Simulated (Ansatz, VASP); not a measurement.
## ReSbN in VASP and in Ansatz

Contents of INCAR:

```
SYSTEM = ReSbN
PREC = Accurate ; ENCUT = 520
EDIFF = 1E-7 ; ISMEAR = -1
SIGMA = 0.05 ; LREAL = .FALSE.
LASPH = .TRUE. ; NELM = 60
ALGO = Normal ; ISIF = 2
LWAVE = .FALSE. ; LCHARG = .FALSE.
GGA = PE ; NBANDS = 26
```

Contents of KPOINTS:

```
regular mesh
0
G
  8 8 3
  0 0 0
```

Contents of POSCAR:

```
ReSbN
1.0
    3.3620600142      0.0000000000      0.0000000000
    0.0000000000      3.3620600142      0.0000000000
    0.0000000000      0.0000000000      8.4172180466
Re Sb N
2 2 2
Direct
    0.0000000000      0.5000000000      0.8732410000
    0.5000000000      0.0000000000      0.1267590000
    0.0000000000      0.5000000000      0.3334580000
    0.5000000000      0.0000000000      0.6665420000
    0.0000000000      0.0000000000      0.0000000000
    0.5000000000      0.5000000000      0.0000000000
```

input.yaml

```yaml
crystal:
  lattice:
    - [3.3620600142, 0.0, 0.0]
    - [0.0, 3.3620600142, 0.0]
    - [0.0, 0.0, 8.4172180466]
  atoms:
    - { symbol: Re, position: [0.0, 0.5, 0.873241] }
    - { symbol: Re, position: [0.5, 0.0, 0.126759] }
    - { symbol: Sb, position: [0.0, 0.5, 0.333458] }
    - { symbol: Sb, position: [0.5, 0.0, 0.666542] }
    - { symbol: "N", position: [0.0, 0.0, 0.0] }
    - { symbol: "N", position: [0.5, 0.5, 0.0] }
hamiltonian:
  xc: pbe
  pseudopotentials: { kind: paw }
kpoints:
  mp_grid: { grid: [8, 8, 3] }
scf:
  occupations: { method: fermi_dirac, width: 0.05 }
output:
  forces: true
  stress: true
  eigenvalues: true
  write_density: true
  write_potential: true
  elf: true
  volumetric_format: npy
```

Change from the starting cell: volume scaled by 0.94.

Alike in both runs: task single point; functional PBE; k mesh 8 × 8 × 3; occupations fermi-dirac, width 0.05 eV; no spin polarisation.

|  | VASP | Ansatz |
| --- | --- | --- |
| version | VASP 6.6.1 | Ansatz 0.2.0 |
| potentials or method | VASP PAW PBE potentials, release 64 (Re, Sb, N) | Ansatz PAW |
| plane-wave cutoff (eV) | 520 | 420 |
| valence electrons in the cell | 34 | 70 |

|  | VASP | Ansatz | Ansatz less VASP |
| --- | --- | --- | --- |
| gap on the k mesh at the Fermi level (eV) | none | none | - |
| pressure (GPa) | 13.1 | 11.0 | -2.06 |
| largest component of the traceless stress (GPa) | 0.85 | 0.64 | -0.217 |
| rms of the force components (eV/Å) | 0.513 | 0.356 | -0.1574 |

Atom by atom the forces differ by 0.163 eV/Å (rms over components). A gap of «none» marks a metal or a gap that the smearing closes. The two sets of potentials don't hold the same shells in valence.

Caveats: forces of over 1 eV/Å show positions far from the minimum, so gaps and moduli don't describe the material at rest (VASP). The runs have no spin-orbit coupling, so splittings on Re, Sb are missing.
